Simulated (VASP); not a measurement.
SiTe2: single point with PBE

Crystal: SiTe2.

```
Te Si
1.0
     5.39667   -0.82056   -0.39296
     0.52559    7.17815    1.05044
     0.41783    0.78387    5.83693
Te Si
4 2
Direct
  0.77615 0.12686 0.67552
  0.76383 0.61094 0.78372
  0.19747 0.50986 0.39028
  0.30255 0.27447 0.00012
  0.71561 0.77223 0.19635
  0.18022 0.93599 0.44965
```

The cell was built by a generator and needn't be a form met in nature.

* Program: VASP 6.6.1
* Task: single point
* Functional: PBE
* Potentials or basis: VASP PAW PBE potentials, release 64 (Te, Si)
* Cutoff: 520 eV
* k mesh: 3 × 2 × 3
* Occupations: gaussian, width 0.1 eV
* Spin: no spin polarisation
* Dipole correction: no
* Further INCAR settings: ALGO = Fast; EDIFF = 1e-07; NBANDS = 25

```yaml
Pressure: -7.2 GPa
Largest_force: 0.933 eV/Å
Band_gap_on_the_k_mesh: none (metal or under the smearing width)
```

Forces in eV/Å, atoms in the order of the input:
```
Te   0.254 -0.868  0.229
Te  -0.200  0.716  0.414
Te   0.396  0.314 -0.770
Te  -0.209 -0.025  0.836
Si   0.273 -0.483 -0.456
Si  -0.514  0.346 -0.253
```

Stress tensor (GPa, compression positive):
```
-6.28 -0.67  1.19
-0.67 -8.41 -0.72
 1.19 -0.72 -6.87
```

Levels at points of the mesh, in eV from the Fermi level:
```tsv
k point	band 14	band 15	band 16	band 17	band 18	band 19
(0.00, 0.00, 0.00)	-0.76	-0.70	-0.23	0.09	0.27	0.53
(0.00, 0.50, 0.00)	-1.00	-0.67	-0.21	0.15	0.42	0.76
```

It took 36 s on 1 thread of Intel(R) Xeon(R) 6975P-C (Granite Rapids), on a shared host, peak memory 0.33 GiB.

Caveat: the k mesh is coarse (spacing up to 0.45 Å⁻¹), so the values aren't converged. Spin-orbit coupling is left out, which matters for the levels of Te.
